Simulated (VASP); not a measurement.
Output of a VASP run:

File OSZICAR:
```
...
DAV:   1     0.254607104698E+03    0.25461E+03   -0.13696E+04  2688   0.187E+03
DAV:   2     0.183460684206E+02   -0.23626E+03   -0.23493E+03  2800   0.492E+02
DAV:   3    -0.893818971230E+01   -0.27284E+02   -0.27113E+02  5296   0.135E+02
DAV:   4    -0.101062858117E+02   -0.11681E+01   -0.11681E+01  2776   0.295E+01
DAV:   5    -0.101741540476E+02   -0.67868E-01   -0.67867E-01  4440   0.484E+00    0.108E+01
DAV:   6    -0.865054781448E+01    0.15236E+01   -0.63350E+00  3176   0.287E+01    0.295E+00
DAV:   7    -0.866839460758E+01   -0.17847E-01   -0.54148E-01  4024   0.633E+00    0.192E+00
DAV:   8    -0.869745561207E+01   -0.29061E-01   -0.17632E-01  3088   0.573E+00    0.619E-01
DAV:   9    -0.869101785749E+01    0.64378E-02   -0.34880E-02  3208   0.225E+00    0.490E-02
DAV:  10    -0.869108138500E+01   -0.63528E-04   -0.19883E-03  4240   0.380E-01    0.616E-02
DAV:  11    -0.869105025067E+01    0.31134E-04   -0.11697E-04  3688   0.107E-01    0.175E-02
DAV:  12    -0.869101110409E+01    0.39147E-04   -0.11778E-05  3248   0.367E-02    0.259E-03
DAV:  13    -0.869101397896E+01   -0.28749E-05   -0.23334E-07  1928   0.475E-03    0.234E-03
DAV:  14    -0.869101773498E+01   -0.37560E-05   -0.19744E-07  1632   0.430E-03    0.224E-04
DAV:  15    -0.869101741619E+01    0.31878E-06   -0.37180E-08  1568   0.200E-03
   1 F= -.86910174E+01 E0= -.86909972E+01  d E =-.869102E+01
       N       E                     dE             d eps       ncg     rms          rms(c)
DAV:   1    -0.902947728912E+01   -0.33846E+00   -0.80034E+00  3736   0.392E+01    0.486E+00
DAV:   2    -0.869181754076E+01    0.33766E+00   -0.18953E+00  4032   0.157E+01    0.134E+00
DAV:   3    -0.867813678694E+01    0.13681E-01   -0.17955E-01  3800   0.268E+00    0.377E-01
DAV:   4    -0.868487294973E+01   -0.67362E-02   -0.34009E-02  3800   0.110E+00    0.200E-01
DAV:   5    -0.869151598858E+01   -0.66430E-02   -0.15290E-02  3520   0.752E-01    0.238E-01
DAV:   6    -0.869243784644E+01   -0.92186E-03   -0.29909E-03  3944   0.501E-01    0.671E-02
DAV:   7    -0.869270084978E+01   -0.26300E-03   -0.51859E-04  3544   0.165E-01    0.946E-03
DAV:   8    -0.869272096377E+01   -0.20114E-04   -0.57133E-05  4208   0.427E-02    0.445E-03
DAV:   9    -0.869271712605E+01    0.38377E-05   -0.18409E-06  2088   0.137E-02    0.101E-03
DAV:  10    -0.869271621188E+01    0.91417E-06   -0.40395E-07  1480   0.647E-03
   2 F= -.86927162E+01 E0= -.86927227E+01  d E =-.169880E-02
       N       E                     dE             d eps       ncg     rms          rms(c)
DAV:   1    -0.875546342783E+01   -0.62746E-01   -0.14330E+00  3752   0.162E+01    0.207E+00
DAV:   2    -0.869468811750E+01    0.60775E-01   -0.31826E-01  4016   0.656E+00    0.571E-01
DAV:   3    -0.869229179109E+01    0.23963E-02   -0.32525E-02  3816   0.116E+00    0.183E-01
DAV:   4    -0.869350884369E+01   -0.12171E-02   -0.77033E-03  3648   0.539E-01    0.771E-02
DAV:   5    -0.869442014267E+01   -0.91130E-03   -0.19371E-03  3640   0.325E-01    0.104E-01
DAV:   6    -0.869471240918E+01   -0.29227E-03   -0.89792E-04  3840   0.223E-01    0.289E-02
DAV:   7    -0.869475020991E+01   -0.37801E-04   -0.97610E-05  3848   0.760E-02    0.561E-03
DAV:   8    -0.869475077420E+01   -0.56429E-06   -0.13084E-05  4016   0.200E-02    0.193E-03
DAV:   9    -0.869475302839E+01   -0.22542E-05   -0.34821E-07  1504   0.649E-03    0.799E-04
DAV:  10    -0.869475373227E+01   -0.70387E-06   -0.88067E-08  1432   0.320E-03
   3 F= -.86947537E+01 E0= -.86947461E+01  d E =-.373632E-02
```

File OUTCAR:
```
------------------------ aborting loop because EDIFF is reached ----------------------------------------
  FORCE on cell =-STRESS in cart. coord.  units (eV):
  Direction    XX          YY          ZZ          XY          YZ          ZX
  --------------------------------------------------------------------------------------
  Total       -0.0059790     -0.0059790      0.0046150      0.0000000      0.0000000     -0.0000000
  in kB       -0.2668448     -0.2668448      0.2059676      0.0000000      0.0000000     -0.0000000
  external PRESSURE =      -0.1092407 kB  Pullay stress =       0.0000000 kB
  volume of cell :       35.90
      direct lattice vectors                 reciprocal lattice vectors
     1.483352173 -2.569241390 -0.000000000     0.337074370 -0.194609974 -0.000000000
     1.483352173  2.569241390 -0.000000000     0.337074370  0.194609974 -0.000000000
     0.000000000  0.000000000  4.709809219     0.000000000  0.000000000  0.212322825
 POSITION                                       TOTAL-FORCE (eV/Angst)
 -----------------------------------------------------------------------------------
      1.48335      0.85642      1.17745        -0.000000      0.000000      0.000000
      1.48335     -0.85642      3.53236         0.000000     -0.000000      0.000000
 -----------------------------------------------------------------------------------
    total drift:                                0.000190      0.001077     -0.000018
  FREE ENERGIE OF THE ION-ELECTRON SYSTEM (eV)
  ---------------------------------------------------
  free  energy   TOTEN  =        -8.6947537323 eV

  energy  without entropy=       -8.6947307891  energy(sigma->0) =       -8.69474608

 reached required accuracy - stopping structural energy minimisation
```
(Selected blocks of OUTCAR.)

File POSCAR:
```
Ti
1
    1.4750000000    -2.5547750000     0.0000000000
    1.4750000000     2.5547750000     0.0000000000
    0.0000000000     0.0000000000     4.6800000000
Ti
2
Direct
  0.3333330000   0.6666670000   0.2500000000
  0.6666670000   0.3333330000   0.7500000000
```

**Question.** Reconstruct the remaining input files.

**Answer.** This is not unique; one that fits is the input of the run itself, vdW-DF2, plane waves, VASP's PBE PAW potentials (set 64).

### KPOINTS
```
kpoints
0
G
  13 13 7
```

**INCAR**
```
! general
SYSTEM  =Ti
PREC    =Accurate
ENCUT   =520
LREAL   =F
LASPH   =T

! electronic loop
EDIFF   =1E-6
NELM    =100
ALGO    =Normal
LMAXMIX =4

! smearing
ISMEAR  =1
SIGMA   =0.1

! functional
GGA     =ML
LUSE_VDW=T
AGGAC   =0.0
ZAB_VDW =-1.8867

! ions
IBRION  =2
NSW     =60
ISIF    =3
EDIFFG  =-0.01

! output
LWAVE   =F
LCHARG  =F
```

POTCAR, in this order: Ti_sv (PBE.64 set). Program: vasp_std.

The compound is Ti in the hcp structure. This run relaxes it. Symmetry was kept, so distortions that lower it aren't found.
